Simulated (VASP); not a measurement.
# Zn4Ga (Im-3m) in VASP: relaxation of cell and atoms with PBE

Aim: the relaxation of cell and atoms of Zn4Ga with PBE.

All numbers are computed with VASP 6.6.1; they aren't measurements. Logs are shortened: lines on timing, memory, paths and dates and some standing lists are left out, and cuts for length are marked.

### 1 The cell of the first run

It takes space group Im-3m (No. 229, cubic). Conventional cell: a = 5.379 Å, b = 5.379 Å, c = 5.379 Å, α = 90.00°, β = 90.00°, γ = 90.00°. Zn (site symmetry -3m) has 2 Ga at 2.33 Å as nearest neighbours. Ga (site symmetry m-3m) is surrounded by 8 Zn at 2.33 Å.

The cell was built by a generator and needn't be a form met in nature.

### 2 Relaxation of cell and atoms, PBE (species swapped into the Hg4Pt type (Im-3m, No. 229))

INCAR reads:

```
PREC     = Accurate       # precision mode
ENCUT    = 600            # plane-wave cutoff, eV
EDIFF    = 1E-7           # SCF threshold, eV
ISMEAR   = 0              # smearing method
SIGMA    = 0.1            # smearing width, eV
LREAL    = F              # projectors in reciprocal space
LASPH    = T              # aspherical terms in the spheres
NELM     = 100            # most SCF steps
ALGO     = Fast           # electronic algorithm
ISIF     = 3              # what is computed and relaxed
LWAVE    = F              # write WAVECAR
LCHARG   = F              # write CHGCAR
GGA      = PE             # functional
IBRION   = 2              # ionic algorithm
NSW      = 90             # ionic steps
EDIFFG   = -0.04          # ionic threshold
```

KPOINTS reads:

```
Automatic mesh
0
Gamma
  4 4 4
```

POSCAR reads:

```
Zn4Ga
1.0
   -2.6894618300      2.6894618300      2.6894618300
    2.6894618300     -2.6894618300      2.6894618300
    2.6894618300      2.6894618300     -2.6894618300
Zn Ga
4 1
Direct
    0.0000000000      0.0000000000      0.5000000000
    0.5000000000      0.0000000000      0.0000000000
    0.0000000000      0.5000000000      0.0000000000
    0.5000000000      0.5000000000      0.5000000000
    0.0000000000      0.0000000000      0.0000000000
```

Potentials or basis: VASP PAW PBE potentials, release 64 (Zn, Ga_d).

Launch:

```
cat potpaw_PBE.64/Zn/POTCAR potpaw_PBE.64/Ga_d/POTCAR > POTCAR
mpirun -np 1 vasp_std > vasp.out
```

OUTCAR:

```text
PREC = Accurate
   ENCUT = 600
   EDIFF = 1E-7
   ISMEAR = 0
   LREAL = F
   LASPH = T
   NELM = 100
   ISIF = 3
   GGA = PE
   IBRION = 2
   NSW = 90
   EDIFFG = -0.04

 ion  position               nearest neighbor table
   1  0.000  0.000  0.500-   5 2.33   5 2.33   4 2.69   2 2.69   3 2.69   3 2.69   2 2.69   4 2.69

   2  0.500  0.000  0.000-   5 2.33   5 2.33   4 2.69   1 2.69   4 2.69   3 2.69   1 2.69   3 2.69

   3  0.000  0.500  0.000-   5 2.33   5 2.33   4 2.69   1 2.69   2 2.69   1 2.69   4 2.69   2 2.69

   4  0.500  0.500  0.500-   5 2.33   5 2.33   3 2.69   1 2.69   2 2.69   3 2.69   1 2.69   2 2.69

   5  0.000  0.000  0.000-   1 2.33   2 2.33   3 2.33   4 2.33   1 2.33   3 2.33   2 2.33   4 2.33

  LATTYP: Found a body centered cubic cell.
 ALAT       =     5.3789236600

  Lattice vectors:

 A1 = (  -2.6894618300,   2.6894618300,   2.6894618300)
 A2 = (   2.6894618300,  -2.6894618300,   2.6894618300)
 A3 = (   2.6894618300,   2.6894618300,  -2.6894618300)

Analysis of symmetry for initial positions (statically):
=====================================================================
 Subroutine PRICEL returns:
 Original cell was already a primitive cell.

 Routine SETGRP: Setting up the symmetry group for a
 body centered cubic supercell.

 Subroutine GETGRP returns: Found 48 space group operations
 (whereof 48 operations were pure point group operations)
 out of a pool of 48 trial point group operations.

The static configuration has the point symmetry O_h .

Analysis of symmetry for dynamics (positions and initial velocities):
=====================================================================
 Subroutine PRICEL returns:
 Original cell was already a primitive cell.

 Routine SETGRP: Setting up the symmetry group for a
 body centered cubic supercell.

 Subroutine GETGRP returns: Found 48 space group operations
 (whereof 48 operations were pure point group operations)
 out of a pool of 48 trial point group operations.

The dynamic configuration has the point symmetry O_h .

 Subroutine INISYM returns: Found 48 space group operations
 (whereof 48 operations are pure point group operations),
 and found     1 'primitive' translations

----------------------------------------------------------------------------------------

                                     Primitive cell

  volume of cell :      77.8137

  direct lattice vectors                    reciprocal lattice vectors
    -2.689461830  2.689461830  2.689461830     0.000000000  0.185910800  0.185910800
     2.689461830 -2.689461830  2.689461830     0.185910800  0.000000000  0.185910800
     2.689461830  2.689461830 -2.689461830     0.185910800  0.185910800  0.000000000

  length of vectors
     4.658284535  4.658284535  4.658284535     0.262917575  0.262917575  0.262917575

  position of ions in fractional coordinates (direct lattice)
     0.000000000  0.000000000  0.500000000
     0.500000000  0.000000000  0.000000000
     0.000000000  0.500000000  0.000000000
     0.500000000  0.500000000  0.500000000
     0.000000000  0.000000000  0.000000000

  ion indices of the primitive-cell ions
   primitive index   ion index
                 1           1
                 2           2
                 3           3
                 4           4
                 5           5

----------------------------------------------------------------------------------------

 KPOINTS: Automatic mesh

Automatic generation of k-mesh.
 Grid dimensions read from file:
 generate k-points for:    4    4    4

 Generating k-lattice:

  Cartesian coordinates                     Fractional coordinates (reciprocal lattice)
     0.000000000  0.046477700  0.046477700     0.250000000  0.000000000  0.000000000
     0.046477700  0.000000000  0.046477700     0.000000000  0.250000000  0.000000000
     0.046477700  0.046477700  0.000000000     0.000000000  0.000000000  0.250000000

  Length of vectors
     0.065729394  0.065729394  0.065729394

  Shift w.r.t. Gamma in fractional coordinates (k-lattice)
     0.000000000  0.000000000  0.000000000

 Subroutine IBZKPT returns following result:
 ===========================================

 Found      8 irreducible k-points:

 Following reciprocal coordinates:
            Coordinates               Weight
  0.000000  0.000000  0.000000      1.000000
  0.250000  0.000000  0.000000     12.000000
  0.500000  0.000000  0.000000      6.000000
  0.250000  0.250000  0.000000     24.000000
  0.250000  0.250000  0.250000      2.000000
 -0.250000  0.250000  0.250000      6.000000
  0.500000  0.500000  0.250000     12.000000
  0.500000  0.500000  0.500000      1.000000
   k-points           NKPTS =      8   k-points in BZ     NKDIM =      8   number of bands    NBANDS=     36
   number of dos      NEDOS =    301   number of ions     NIONS =      5
   total plane-waves  NPLWV =  64000
   dimension x,y,z NGX =    40 NGY =   40 NGZ =   40
   dimension x,y,z NGXF=    80 NGYF=   80 NGZF=   80
   ions per type =               4   1
   NGX,Y,Z   is equivalent  to a cutoff of  14.28, 14.28, 14.28 a.u.
   NGXF,Y,Z  is equivalent  to a cutoff of  28.55, 28.55, 28.55 a.u.
 SYSTEM =  unknown system
   PREC   = accura    normal or accurate (medium, high low for compatibility)
   ISTART =      0    job   : 0-new  1-cont  2-samecut
   ICHARG =      2    charge: 1-file 2-atom 10-const
   ISPIN  =      1    spin polarized calculation?
   LNONCOLLINEAR =      F non collinear calculations
   LSORBIT =      F    spin-orbit coupling
   LASPH  =      T    aspherical Exc in radial PAW
   ENCUT  =  600.0 eV  44.10 Ry    6.64 a.u.   9.30  9.30  9.30*2*pi/ulx,y,z
   NELM   =    100;   NELMIN=  2; NELMDL= -5     # of ELM steps
   EDIFF  = 0.1E-06   stopping-criterion for ELM
   LREAL  =      F    real-space projection
   EDIFFG = -.4E-01   stopping-criterion for IOM
   NSW    =     90    number of steps for IOM
   IBRION =      2    ionic relax: 0-MD 1-quasi-New 2-CG
   NFREE  =      1    steps in history (QN), initial steepest desc. (CG)
   ISIF   =      3    stress and relaxation
   ISYM   =      2    0-nonsym 1-usesym 2-fastsym
   POTIM  = 0.5000    time-step for ionic-motion
   TEBEG  =    0.0;   TEEND  =   0.0 temperature during run
   PSTRESS=    0.0 pullay stress
   NELECT =      61.0000    total number of electrons
   NUPDOWN=      -1.0000    fix difference up-down
   EMIN   =  10.00;   EMAX   =-10.00  energy-range for DOS
   EFERMI =   0.00;   METHOD = LEGACY
   ISMEAR =     0;   SIGMA  =   0.10  broadening in eV -4-tet -1-fermi 0-gaus
   EFERMI_NEDOS =   21; number of points for ismear=-14 and -15
   IALGO  =     68    algorithm
   IMIX   =      4    mixing-type and parameters
     AMIX     =   0.40;   BMIX     =  1.00
     AMIX_MAG =   1.60;   BMIX_MAG =  1.00
  volume/ion in A,a.u.               =      15.56       105.02
  Fermi-wavevector in a.u.,A,eV,Ry     =   1.509499  2.852539 31.002047  2.278586
  Thomas-Fermi vector in A             =   2.619813
   LORBIT       =      0    0 simple, 1 ext, 2 COOP (PROOUT), +10 PAW based schemes
   GGA     = PE    functional components
   LHFCALC =     F    Hartree Fock is set to
   AEXX    =    0.0000 exact exchange contribution
   IVDW    =     0    specifies the selected vdW correction
   LEPSILON=     F    determine dielectric tensor
   LRPA    =     F    only Hartree local field effects (RPA)
 conjugate gradient relaxation of ions
 non-spin polarized calculation
 RMM-DIIS sequential band-by-band and
 Gauss-broadening in eV      SIGMA  =   0.10
  energy-cutoff  :      600.00
  volume of cell :       77.81
 maximum number of plane-waves:      2616
 NGX is ok and might be reduce to    40
   NGX = 19   NGY = 19   NGZ = 19

--------------------------------------- Ionic step        1  -------------------------------------------

 number of electron      60.9999999 magnetization

 Free energy of the ion-electron system (eV)
  ---------------------------------------------------
  ext. energy  EPLUGINS =         0.00000000
  ---------------------------------------------------
  free energy    TOTEN  =        -5.39771098 eV

  energy without entropy =       -5.38442657  energy(sigma->0) =       -5.39106878

------------------------ aborting loop because EDIFF is reached ----------------------------------------

  FORCE on cell =-STRESS in cart. coord.  units (eV):
  Direction    XX          YY          ZZ          XY          YZ          ZX
  --------------------------------------------------------------------------------------
  -------------------------------------------------------------------------------------
  Total        9.6326208      9.6326208      9.6326208     -0.0000000      0.0000000     -0.0000000
  in kB      198.3347904    198.3347904    198.3347904     -0.0000000      0.0000000     -0.0000000
  external PRESSURE =     198.3347904 kB  Pullay stress =       0.0000000 kB
[... 63 lines left out ...]
  energy  without entropy=       -6.4060706597  energy(sigma->0) =       -6.40661120

--------------------------------------- Ionic step        3  -------------------------------------------

 number of electron      61.0000008 magnetization

 Free energy of the ion-electron system (eV)
  ---------------------------------------------------
  ext. energy  EPLUGINS =         0.00000000
  ---------------------------------------------------
  free energy    TOTEN  =        -6.41751480 eV

  energy without entropy =       -6.41514483  energy(sigma->0) =       -6.41632982

 E-fermi :   2.3956     XC(G=0): -10.1977

 val. band max:        2.2982520434   @ k =   0.0000   0.0000   0.0000
 cond. band min:       2.5392387323   @ k =   0.5000   0.5000   0.2500
 fundamental gap:      0.2409866889
 Fermi energy:         2.3955811099

 k-point     1 :       0.0000    0.0000    0.0000
  band No.  band energies     occupation
      1     -13.0604      2.00000
      2     -13.0604      2.00000
      3     -13.0604      2.00000
      4     -12.9780      2.00000
      5     -12.9780      2.00000
      6      -7.9596      2.00000
[... 333 lines left out ...]
  FREE ENERGIE OF THE ION-ELECTRON SYSTEM (eV)
  ---------------------------------------------------
  free  energy   TOTEN  =        -6.4175148002 eV

  energy  without entropy=       -6.4151448339  energy(sigma->0) =       -6.41632982

 reached required accuracy - stopping structural energy minimisation
```

Run time: 86 s. Hardware: 1 thread of Intel Xeon Platinum 8488C (Sapphire Rapids), shared host; peak memory 0.25 GiB.

What came out:

| Quantity | Value |
| --- | --- |
| Free energy | -6.4175 eV |
| Relaxed volume | 19.66 Å³/atom |
| Relaxed cell | a = 5.036 Å, b = 5.036 Å, c = 5.036 Å, α = 109.47°, β = 109.47°, γ = 109.47° |
| Space group after relaxing (to 0.05 Å) | Im-3m (No. 229) |
| Energy gained by relaxing | 204.0 meV/atom |
| Ionic steps | 3 |
| Pressure after relaxing | 0.3 GPa |
| Band gap on the k mesh | none (metal or under the smearing width) |

The path:
```csv
step,energy change (eV),largest force (eV/Å),pressure (GPa),volume (Å³)
1,0.0000,0.0000,19.83,77.81
2,-1.0094,0.0000,-1.25,101.59
3,-1.0198,0.0000,0.27,98.32
```

Final structure:
```
Zn Ga
1.0
    -2.90760    2.90760    2.90760
     2.90760   -2.90760    2.90760
     2.90760    2.90760   -2.90760
Zn Ga
4 1
Direct
  0.00000 0.00000 0.50000
  0.50000 0.00000 0.00000
  0.00000 0.50000 0.00000
  0.50000 0.50000 0.50000
  0.00000 0.00000 0.00000
```

Levels at points of the mesh, in eV from the Fermi level:
```tsv
k point	band 29	band 30	band 31	band 32	band 33	band 34
(0.00, 0.00, 0.00)	-2.26	-0.26	-0.10	-0.10	-0.10	0.81
(0.50, 0.00, 0.00)	-2.06	-1.97	-1.94	1.90	2.79	3.21
(0.50, 0.50, 0.50)	-4.60	-2.40	-2.40	3.23	3.23	3.23
```

Caveat: the k mesh is coarse (spacing up to 0.41 Å⁻¹), so the values aren't converged; the volume moved by over 15 % at a fixed basis, so the end points are rough.
